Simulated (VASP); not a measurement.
Consider the following.

```
CaSe
1.0
    0.00000     2.98206     2.98206
    2.98206     0.00000     2.98206
    2.98206     2.98206     0.00000
Ca Se
1 1
Direct
  0.00000   0.00000   0.00000
  0.50000   0.50000   0.50000
```

Level of theory: PBE GGA, VASP's PBE PAW potentials (set 64) (plane waves; VASP). Run with 400 eV cut-off, 7×7×7 Γ-centred mesh, Gaussian smearing of 0.050 eV, potentials Ca_sv Se.

What does the run give for the energy per atom (σ→0)?

```yaml
energy per atom (σ→0): -4.743 eV/atom
```

The absolute energy has meaning only against runs of the same code, potentials and settings.

The compound is CaSe in the rock salt structure. It was relaxed first. The start is the result of an earlier pass.
